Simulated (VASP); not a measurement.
Consider the following.

```
CELL_PARAMETERS angstrom
     -2.44805     2.44805     8.13365
      2.44805    -2.44805     8.13365
      2.44805     2.44805    -8.13365
ATOMIC_POSITIONS crystal
  Sr 0.67506 0.67506 0.00000
  Sr 0.32494 0.32494 0.00000
  Sr 0.50000 0.00000 0.50000
  Sr 0.00000 0.50000 0.50000
  P  0.86494 0.86494 0.00000
  P  0.13506 0.13506 0.00000
  O  0.50000 0.50000 0.00000
```

These are LDA (Ceperley-Alder, Perdew-Zunger), VASP's LDA PAW potentials (set 64) (plane waves; VASP) values and carry that method's errors. Settings: 400 eV cut-off, 5×5×5 Γ-centred mesh, Fermi-Dirac smearing of 0.010 eV, potentials Sr_sv P O.

### Question
Give the energies of bands 20 to 32 at the high-symmetry points, in eV from the valence-band maximum.

### Answer

```csv
band,Γ,X,P,N,M,S,R
20,-2.94,-3.74,-3.73,-3.47,-2.86,-3.43,-3.71
21,-2.11,-3.73,-3.73,-3.24,-1.99,-3.23,-3.69
22,-2.00,-3.41,-3.41,-2.17,-1.99,-2.16,-3.41
23,-2.00,-1.41,-1.36,-2.06,-1.73,-2.07,-1.40
24,-0.63,-1.29,-1.36,-1.54,-0.92,-1.51,-1.34
25,-0.63,-0.95,-0.83,-1.01,-0.69,-1.09,-1.01
26,-0.04,-0.77,-0.83,-0.79,-0.69,-0.79,-0.74
27,-0.04,-0.73,-0.76,-0.53,-0.07,-0.52,-0.73
28,0.00,-0.69,-0.70,-0.51,-0.07,-0.41,-0.66
29,1.39,1.85,2.04,2.49,1.14,2.38,1.87
30,1.61,2.26,2.04,2.66,1.63,2.68,2.27
31,2.00,2.87,2.88,2.80,2.06,2.73,2.93
32,2.09,3.18,3.16,3.14,2.35,3.38,3.11
```

The gap is indirect, 1.14 eV, from the valence maximum at Γ to the conduction minimum at M.

The structure comes from a computed database's Sr4P2O entry; how it stands against other phases isn't given here. The cell was not relaxed at this level.
